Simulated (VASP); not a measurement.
```
TiC
1.0
    5.48320     0.00000     0.00000
   -2.74160     4.74859     0.00000
    0.00000     0.00000     4.42447
Ti C
3 3
Direct
  0.49958   0.01397   0.00848
  0.50735   0.51341   0.99998
  0.98317   0.46135   0.99800
  0.00088   0.99658   0.01792
  0.33625   0.67428   0.47019
  0.67277   0.34040   0.50543
```

These are PBE GGA, VASP's PBE PAW potentials (set 64) (plane waves; VASP) values and carry that method's errors. Numerical set-up: 400 eV cut-off, 3×3×4 Γ-centred mesh, Fermi-Dirac smearing of 0.10 eV, potentials Ti_sv C.

At this cut-off the stress carries a Pulay error, which pulls relaxed volumes low.

### Question
What does the run give for the energy per atom (σ→0), pressure, largest force, band gap (on the k-mesh) with the smallest direct gap where there is one?

### Answer

The band gap (on the k-mesh) comes out as none (metal, semimetal or under 0.01 eV) and the energy per atom (σ→0) is -6.651 eV/atom. The pressure comes out as -28.26 GPa. The largest force is 1.062 eV/Å.

Only differences to runs with the same potentials and settings are physical.

The structure was generated: TiC was put into an ordered model structure, which need not be its known phase. The cell was not relaxed at this level. The k-mesh is coarse (spacing up to 0.44 per Å, 2π included), so the numbers may not be converged in it.
